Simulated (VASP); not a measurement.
A convergence study with VASP on Au (fcc): one setting is varied, all else stays as given below, so the limit is that of these other settings. Each run relaxes cell and ions from the cell shown. The basis is that of the starting cell, so low cut-offs carry a Pulay error.

```
CELL_PARAMETERS angstrom
      0.00000     2.04000     2.04000
      2.04000     0.00000     2.04000
      2.04000     2.04000     0.00000
ATOMIC_POSITIONS crystal
  Au 0.00000 0.00000 0.00000
```

These are LDA (Ceperley-Alder, Perdew-Zunger), VASP's LDA PAW potentials (set 64) (plane waves; VASP) values and carry that method's errors. The tightest run used: 700 eV cut-off, 13×13×13 Γ-centred mesh, first-order Methfessel-Paxton smearing of 0.10 eV, potentials Au.

Question: The settings run are ENCUT = 200; ENCUT = 250; ENCUT = 300; ENCUT = 350; ENCUT = 400; ENCUT = 450; ENCUT = 500; ENCUT = 600; ENCUT = 650; ENCUT = 700. From which on does the relaxed volume stay within 0.02 Å³/atom of the tightest run?

Answer: From ENCUT = 400 on: it is off by 0.003 there and by no more than 0.02 in any finer run, while ENCUT = 350 is off by 0.054.
```csv
setting,relaxed volume (Å³/atom),E (eV/atom),plane waves,difference judged (Å³/atom)
ENCUT = 200,15.562,-4.5113,116,1.037
ENCUT = 250,16.576,-4.4608,169,0.024
ENCUT = 300,16.522,-4.4578,208,0.077
ENCUT = 350,16.545,-4.4504,265,0.054
ENCUT = 400,16.596,-4.4488,331,0.003
ENCUT = 450,16.599,-4.4488,379,0.000
ENCUT = 500,16.590,-4.4489,444,0.009
ENCUT = 600,16.599,-4.4485,578,0.000
ENCUT = 650,16.601,-4.4485,650,0.002
ENCUT = 700,16.599,-4.4485,725,0.000
```

Left out are rungs that failed or repeat a setting and relaxations that didn't move; long series are thinned to 24 rows.

The compound is Au in the fcc structure.
